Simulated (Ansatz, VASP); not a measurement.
# Cross-check of FeSi2 (Linzhiite) between VASP and Ansatz

One calculation is typed for both programs; each brings its own data sets and cutoff. How far apart do they land? The cell is taken from a series of VASP runs on this material, whose earlier steps may have relaxed, scaled or displaced it; both programs get it as it stands.

Method: plane waves, with VASP 6.6.1 beside it; zone-centre phonons at PBEsol, DFT+U, in Ansatz 0.2.0.

### Step 1. The starting structure

It takes space group P4/mmm (No. 123, tetragonal). Conventional cell: a = 2.658 Å, b = 2.658 Å, c = 5.094 Å, α = 90.00°, β = 90.00°, γ = 90.00°. Nearest to Fe lie 8 Si at 2.33 Å. Nearest to Si lie 4 Fe at 2.33 Å and 1 Si at 2.34 Å. Farther neighbours are not listed.

### Step 2. VASP: zone-centre phonons, PBEsol, DFT+U

Second derivatives magnify differences that forces hide, and they need a tight electronic threshold.

Lines of VASP's logs that name or quote its potential files are left out, and so is its time.

INCAR

```
SYSTEM = FeSi2
PREC = Accurate
ENCUT = 400
EDIFF = 1E-08
NELM = 100
ISMEAR = 1
SIGMA = 0.2
LREAL = .FALSE.
ALGO = Normal
GGA = PS
NBANDS = 15
ISPIN = 2
MAGMOM = 0.222 -0.008 -0.008
LDAU = .TRUE.
LDAUTYPE = 2
LDAUL = 2 -1
LDAUU = 3 0
LDAUJ = 0 0
LDAUPRINT = 1
LASPH = .TRUE.
LMAXMIX = 4
LORBIT = 11
LWAVE = .FALSE.
LCHARG = .FALSE.
KPAR = 2
IBRION = 6
NFREE = 2
POTIM = 0.015
ISIF = 2
NSW = 1
```

POSCAR

```
FeSi2
1.0
    2.6583888386      0.0000000000      0.0000000000
    0.0000000000      2.6583888386      0.0000000000
    0.0000000000      0.0000000000      5.0936882666
Fe Si
1 2
Direct
    0.0000000000      0.0000000000      0.0000000000
    0.5000000000      0.5000000000      0.2706658671
    0.5000000000      0.5000000000      0.7293341329
```

KPOINTS

```
Automatic mesh
0
Gamma
14 14 8
0 0 0
```

Potentials, in the order of the species: Fe and Si (PBE family, release 64).

Launch:

```
> mpirun -np 2 vasp_std
```

Numbers of over 12 decimals in the logs are rounded to 6 here.

Log:

```text
[banner, memory and clock lines left out]
running    2 mpi-ranks, on    1 nodes
 distrk:  each k-point on    1 cores,    2 groups
 distr:  one band on    1 cores,    1 groups

 POSCAR found type information on POSCAR FeSi
 POSCAR found :  2 types and       3 ions
|                                                                             |
|               ----> ADVICE to this user running VASP <----                  |
|                                                                             |
|     You enforced a specific xc type in the INCAR file but a different       |
|     [... a line on the potential file left out ...]
|     I HOPE YOU KNOW WHAT YOU ARE DOING!                                     |
|                                                                             |

 LDA part: xc-table for (Slater+PW92), standard interpolation
 POSCAR, INCAR and KPOINTS ok, starting setup
 FFT: planning ... GRIDC
 FFT: planning ... GRID_SOFT
 FFT: planning ... GRID
 WAVECAR not read
 entering main loop
       N       E                     dE             d eps       ncg     rms          rms(c)
DAV:   1     0.524297180907E+02    0.52430E+02   -0.57613E+03 10927   0.847E+02
DAV:   2    -0.174403741389E+02   -0.69870E+02   -0.61185E+02 11437   0.185E+02
DAV:   3    -0.201293412353E+02   -0.26890E+01   -0.26200E+01 14759   0.411E+01
DAV:   4    -0.201789638578E+02   -0.49623E-01   -0.49572E-01 12113   0.551E+00
DAV:   5    -0.201802113039E+02   -0.12474E-02   -0.12472E-02 14776   0.916E-01    0.181E+01
DAV:   6    -0.218919527391E+02   -0.17117E+01   -0.12082E+01 13196   0.837E+01    0.153E+01
DAV:   7    -0.190008695568E+02    0.28911E+01   -0.10073E+01 14375   0.756E+01    0.632E+00
DAV:   8    -0.188503172506E+02    0.15055E+00   -0.45789E-01 14516   0.105E+01    0.181E+00
DAV:   9    -0.188435315063E+02    0.67857E-02   -0.54995E-02 15791   0.443E+00    0.743E-01
DAV:  10    -0.188469419646E+02   -0.34105E-02   -0.59091E-03 16237   0.963E-01    0.295E-01
DAV:  11    -0.188475567026E+02   -0.61474E-03   -0.93809E-04 15624   0.378E-01    0.118E-01
DAV:  12    -0.188476298221E+02   -0.73119E-04   -0.29286E-04 16337   0.282E-01    0.734E-02
DAV:  13    -0.188476948305E+02   -0.65008E-04   -0.41207E-05 14242   0.790E-02    0.286E-02
DAV:  14    -0.188477052364E+02   -0.10406E-04   -0.83152E-06 15846   0.393E-02    0.129E-02
DAV:  15    -0.188477072770E+02   -0.20406E-05   -0.17271E-06 16766   0.202E-02    0.499E-03
DAV:  16    -0.188477074682E+02   -0.19115E-06   -0.56096E-07 16237   0.136E-02    0.236E-03
DAV:  17    -0.188477074781E+02   -0.99058E-08   -0.78212E-08 15553   0.340E-03
   1 F= -.18847707E+02 E0= -.18847911E+02  d E =0.609071E-03  mag=     0.1376
[... from here on, the cycles between the ionic steps are left out ...]
   2 F= -.18846703E+02 E0= -.18846905E+02  d E =0.606669E-03  mag=     0.1376
   3 F= -.18846703E+02 E0= -.18846905E+02  d E =0.606692E-03  mag=     0.1376
   4 F= -.18846136E+02 E0= -.18846340E+02  d E =0.610940E-03  mag=     0.1376
   5 F= -.18846136E+02 E0= -.18846340E+02  d E =0.610948E-03  mag=     0.1376
   6 F= -.18847143E+02 E0= -.18847345E+02  d E =0.608017E-03  mag=     0.1376
   7 F= -.18847143E+02 E0= -.18847345E+02  d E =0.608056E-03  mag=     0.1376
   8 F= -.18845973E+02 E0= -.18846150E+02  d E =0.530995E-03  mag=     0.1383
 Finite differences progress:
  Degree of freedom:   4/  4
  Displacement:        1/  2
  Total:               7/  8
 bond charge predicted
       N       E                     dE             d eps       ncg     rms          rms(c)
DAV:   1    -0.188442619025E+02    0.17111E-02   -0.18815E-01 10800   0.302E+00    0.288E-01
DAV:   2    -0.188458308476E+02   -0.15689E-02   -0.17314E-02 14984   0.192E+00    0.384E-01
DAV:   3    -0.188449939868E+02    0.83686E-03   -0.19714E-03 14148   0.111E+00    0.144E-01
DAV:   4    -0.188449685342E+02    0.25453E-04   -0.15608E-04 15341   0.181E-01    0.588E-02
DAV:   5    -0.188449731022E+02   -0.45680E-05   -0.23663E-05 14850   0.444E-02    0.202E-02
DAV:   6    -0.188449741363E+02   -0.10340E-05   -0.28423E-06 15974   0.264E-02    0.655E-03
DAV:   7    -0.188449743769E+02   -0.24068E-06   -0.44053E-07 14775   0.763E-03    0.304E-03
DAV:   8    -0.188449743860E+02   -0.90753E-08   -0.11953E-07 15711   0.562E-03    0.136E-03
DAV:   9    -0.188449744117E+02   -0.25695E-07   -0.31487E-08 12248   0.250E-03    0.451E-04
DAV:  10    -0.188449744135E+02   -0.17787E-08   -0.27036E-09  6458   0.553E-04
   9 F= -.18844974E+02 E0= -.18845198E+02  d E =0.671027E-03  mag=     0.1370
 Finite differences progress:
  Degree of freedom:   4/  4
  Displacement:        2/  2
  Total:               8/  8
```

From OUTCAR (step 2):

```text
ion  position               nearest neighbor table
   1  0.000  0.000  0.000-   2 2.33   3 2.33   2 2.33   3 2.33   2 2.33   3 2.33   2 2.33   3 2.33

  LATTYP: Found a simple tetragonal cell.
 ALAT       =     2.6583888386
 C/A-ratio  =     1.9160809708

 Subroutine GETGRP returns: Found 16 space group operations
 (whereof 16 operations were pure point group operations)

The static configuration has the point symmetry D_4h.

 Found    180 irreducible k-points:

   k-points           NKPTS =    180   k-points in BZ     NKDIM =    180   number of bands    NBANDS=     15

   dimension x,y,z NGX =    18 NGY =   18 NGZ =   36
   dimension x,y,z NGXF=    36 NGYF=   36 NGZF=   72

   ENCUT  =  400.0 eV  29.40 Ry    5.42 a.u.   4.34  4.34  8.31*2*pi/ulx,y,z

   NELECT =      16.0000    total number of electrons

 k-points in reciprocal lattice and weights: Automatic mesh
   0.00000000  0.00000000  0.00000000       0.001
   0.07142857  0.00000000  0.00000000       0.003
   0.14285714  0.00000000  0.00000000       0.003
   0.21428571  0.00000000  0.00000000       0.003
   0.28571429  0.00000000  0.00000000       0.003
   0.35714286  0.00000000  0.00000000       0.003
   0.42857143  0.00000000  0.00000000       0.003
   0.50000000  0.00000000  0.00000000       0.001
   0.07142857  0.07142857  0.00000000       0.003
[...]
13      17.8353      0.00000
    ...

 k-point     5 :       0.2857    0.0000    0.0000
  band No.  band energies     occupation
    ...
      4       5.3348      1.00000
      5       7.1858      1.00000
      6       7.8621      1.00000
      7       7.9171      1.00000
      8       8.4927      1.00000
      9      10.2666      0.33142
     10      13.3617     -0.00000
     11      15.0032      0.00000
     12      16.8954      0.00000
     13      18.1978      0.00000
    ...

 k-point     6 :       0.3571    0.0000    0.0000
  band No.  band energies     occupation
    ...
      5       6.7921      1.00000
      6       7.5678      1.00000
      7       7.6548      1.00000
      8       8.5764      1.00000
      9      10.1347      0.84476
     10      12.3601     -0.00000
     11      13.6750     -0.00000
     12      17.7523      0.00000
     13      18.2124      0.00000
     14      19.4109      0.00000
    ...

 spin component 2
 k-point     1 :       0.0000    0.0000    0.0000
  band No.  band energies     occupation
    ...
      4       6.9930      1.00000
      5       8.3631      1.00000
      6       8.3631      1.00000
      7       8.5106      1.00000
      8       8.9883      1.00000
      9      14.9728      0.00000
     10      14.9728      0.00000
     11      16.7506      0.00000
     12      17.5510      0.00000
     13      18.3265      0.00000
    ...

 k-point     2 :       0.0714    0.0000    0.0000
  band No.  band energies     occupation
    ...
      4       6.9826      1.00000
      5       8.2727      1.00000
      6       8.3829      1.00000
      7       8.5079      1.00000
      8       8.8944      1.00000
      9      13.8916     -0.00000
     10      15.1172      0.00000
     11      16.8716      0.00000
     12      17.5164      0.00000
     13      17.9542      0.00000
    ...

 k-point     3 :       0.1429    0.0000    0.0000
  band No.  band energies     occupation
    ...
      4       6.8892      1.00000
      5       8.0221      1.00000
      6       8.4389      1.00000
      7       8.4720      1.00000
      8       8.6486      1.00000
      9      12.2800     -0.00000
     10      15.5230      0.00000
     11      16.0683      0.00000
     12      17.2610      0.00000
     13      17.9117      0.00000
    ...

 k-point     4 :       0.2143    0.0000    0.0000
  band No.  band energies     occupation
    ...
      4       6.4856      1.00000
      5       7.6591      1.00000
      6       8.3268      1.00000
      7       8.3499      1.00000
      8       8.5214      1.00000
      9      11.0986     -0.00000
     10      14.6560      0.00000
     11      16.1325      0.00000
     12      16.6902      0.00000
     13      17.8288      0.00000
    ...

  Total        0.0493288      0.0493288      0.0251369      0.0000000      0.0000000      0.0000000
  in kB        2.1955436      2.1955436      1.1188031      0.0000000      0.0000000      0.0000000
  external PRESSURE =       1.8366301 kB  Pullay stress =       0.0000000 kB

  energy-cutoff  :      400.00
  volume of cell :       36.00
      direct lattice vectors                 reciprocal lattice vectors
     2.658388839  0.000000000  0.000000000     0.376167694  0.000000000  0.000000000
     0.000000000  2.658388839  0.000000000     0.000000000  0.376167694  0.000000000
     0.000000000  0.000000000  5.093688267     0.000000000  0.000000000  0.196321398

 POSITION                                       TOTAL-FORCE (eV/Angst)
 -----------------------------------------------------------------------------------
      0.00000      0.00000      0.00000         0.000000      0.000000     -0.106557
      1.32919      1.32919      1.36369        -0.000000      0.000000      0.330458
      1.32919      1.32919      3.71500        -0.000000      0.000000     -0.223900
 -----------------------------------------------------------------------------------
    total drift:                               -0.000000     -0.000000      0.000025

  FREE ENERGIE OF THE ION-ELECTRON SYSTEM (eV)
  ---------------------------------------------------
  free  energy   TOTEN  =       -18.8449744135 eV

  energy  without entropy=      -18.8456454403  energy(sigma->0) =      -18.84519809

 Eigenvectors and eigenvalues of the dynamical matrix
 ----------------------------------------------------

   1 f  =   16.874680 THz   106.026743 2PiTHz  562.878745 cm-1    69.788038 meV
             X         Y         Z           dx          dy          dz
      0.000000  0.000000  0.000000    -0.000000    0.000000    0.000000
      1.329194  1.329194  1.378688    -0.000000    0.000000   -0.707107
      1.329194  1.329194  3.715001     0.000000   -0.000000    0.707107

   2 f  =   11.045705 THz    69.402209 2PiTHz  368.445048 cm-1    45.681343 meV
             X         Y         Z           dx          dy          dz
      0.000000  0.000000  0.000000    -0.000000    0.000000    0.708121
      1.329194  1.329194  1.378688     0.000000   -0.000000   -0.499282
      1.329194  1.329194  3.715001     0.000000   -0.000000   -0.499282

   3 f  =    8.818231 THz    55.406582 2PiTHz  294.144536 cm-1    36.469258 meV
             X         Y         Z           dx          dy          dz
      0.000000  0.000000  0.000000     0.494410    0.507011   -0.000000
      1.329194  1.329194  1.378688    -0.348553   -0.357436   -0.000000
      1.329194  1.329194  3.715001    -0.348553   -0.357436   -0.000000

   4 f  =    8.818231 THz    55.406582 2PiTHz  294.144536 cm-1    36.469258 meV
             X         Y         Z           dx          dy          dz
      0.000000  0.000000  0.000000    -0.507011    0.494410   -0.000000
      1.329194  1.329194  1.378688     0.357436   -0.348553   -0.000000
      1.329194  1.329194  3.715001     0.357436   -0.348553   -0.000000

   5 f  =    6.931721 THz    43.553288 2PiTHz  231.217328 cm-1    28.667282 meV
             X         Y         Z           dx          dy          dz
      0.000000  0.000000  0.000000    -0.000000    0.000000    0.000000
      1.329194  1.329194  1.378688    -0.133930   -0.694307    0.000000
      1.329194  1.329194  3.715001     0.133930    0.694307    0.000000

   6 f  =    6.931721 THz    43.553288 2PiTHz  231.217328 cm-1    28.667282 meV
             X         Y         Z           dx          dy          dz
      0.000000  0.000000  0.000000     0.000000    0.000000    0.000000
      1.329194  1.329194  1.378688     0.694307   -0.133930   -0.000000
      1.329194  1.329194  3.715001    -0.694307    0.133930    0.000000

   7 f/i=    0.000073 THz     0.000461 2PiTHz    0.002448 cm-1     0.000304 meV
             X         Y         Z           dx          dy          dz
      0.000000  0.000000  0.000000     0.000000    0.000000    0.706091
      1.329194  1.329194  1.378688     0.000000    0.000000    0.500717
      1.329194  1.329194  3.715001     0.000000    0.000000    0.500717

   8 f/i=    0.000521 THz     0.003274 2PiTHz    0.017383 cm-1     0.002155 meV
             X         Y         Z           dx          dy          dz
      0.000000  0.000000  0.000000    -0.120485   -0.695688    0.000000
      1.329194  1.329194  1.378688    -0.085452   -0.493405    0.000000
      1.329194  1.329194  3.715001    -0.085452   -0.493405    0.000000

   9 f/i=    0.000521 THz     0.003274 2PiTHz    0.017383 cm-1     0.002155 meV
             X         Y         Z           dx          dy          dz
      0.000000  0.000000  0.000000     0.695688   -0.120485    0.000000
      1.329194  1.329194  1.378688     0.493405   -0.085452    0.000000
      1.329194  1.329194  3.715001     0.493405   -0.085452    0.000000

 ELASTIC MODULI CONTR FROM IONIC RELAXATION (kBar)
 Direction    XX          YY          ZZ          XY          YZ          ZX
 --------------------------------------------------------------------------------
 XX        -141.7833   -141.7833     27.2948      0.0000      0.0000      0.0000
 YY        -141.7833   -141.7833     27.2948      0.0000      0.0000      0.0000
 ZZ          27.2948     27.2948     -5.2545      0.0000     -0.0000     -0.0000
 XY           0.0000      0.0000      0.0000      0.0000      0.0000      0.0000
 YZ           0.0000      0.0000     -0.0000      0.0000   -478.8638     -0.0000
 ZX           0.0000      0.0000     -0.0000      0.0000     -0.0000   -478.8640
 --------------------------------------------------------------------------------

 total charge
# of ion       s       p       d       tot
------------------------------------------
    1        0.477   0.736   6.852   8.065
    2        0.732   0.900   0.000   1.632
    3        0.732   0.900   0.000   1.632
--------------------------------------------------
tot          1.941   2.536   6.852  11.329

 magnetization (x)
# of ion       s       p       d       tot
------------------------------------------
    1       -0.002  -0.007   0.175   0.165
    2       -0.002  -0.005   0.000  -0.007
    3       -0.002  -0.005   0.000  -0.007
--------------------------------------------------
tot         -0.005  -0.018   0.175   0.151

[... 2 further parts left out ...]
```

CONTCAR:

```
FeSi2
   1.00000000000000
     2.6583888386000001    0.0000000000000000    0.0000000000000000
     0.0000000000000000    2.6583888386000001    0.0000000000000000
     0.0000000000000000    0.0000000000000000    5.0936882666000001
  Fe              Si
     1     2
Direct
     0.0000000000000000    0.0000000000000000    0.0000000000000000
     0.5000000000000000    0.5000000000000000    0.2677210461343439
     0.5000000000000000    0.5000000000000000    0.7293341329000000
```

The cell holds one magnetic atom, so no antiferromagnetic order fits into it. A U on the itinerant d states of such a compound is hard to justify; it moves the bands at the Fermi level.

(Part 1 of 2 ends here.)

[Lines on the potential files, build, host, timing and source positions are cut from VASP's logs without a mark.]

[Logs are printed without paths, hosts, clocks, repeated set-up lines and the standing remarks that a program may print on its own settings, such as how far it seeks lower states.]

[Hosts, paths, dates, database ids (printed as entryN), source tags and the programs' standing remarks are cut or masked in the printed files.]
